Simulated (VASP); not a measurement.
Input:

```
CdS
1.0
    0.00000     2.96837     2.96837
    2.96837     0.00000     2.96837
    2.96837     2.96837     0.00000
Cd S
1 1
Cartesian
  0.00000   0.00000   0.00000
  1.48418   1.48418   1.48418
```

Calculation: PBE GGA, VASP's PBE PAW potentials (set 64) (plane waves; VASP). Run with 520 eV cut-off, Gaussian smearing of 0.050 eV, potentials Cd S.

Problem. Give the energies of bands 6 to 11 at the high-symmetry points, in eV from the valence-band maximum.

Solution. 
```
band      Γ      X      U      L      W
----  -----  -----  -----  -----  -----
6     -7.14  -6.75  -6.64  -6.81  -6.59
7      0.00  -3.73  -3.69  -4.09  -3.65
8      0.00  -1.70  -2.31  -0.68  -2.04
9      0.00  -1.70  -1.38  -0.68  -2.01
10     1.03   3.64   4.23   2.93   5.20
11     6.55   4.27   5.33   7.00   5.45
```

The gap is direct, 1.03 eV, from the valence maximum at Γ to the conduction minimum at Γ.

Measured: gap 2.48 eV at 4 K (computed value off by -1.45 eV), as given by arXiv:1206.3780.

The compound is CdS in the zinc blende structure, a metastable form; wurtzite is the usual one. It was relaxed first, which changed the volume by +6 %.
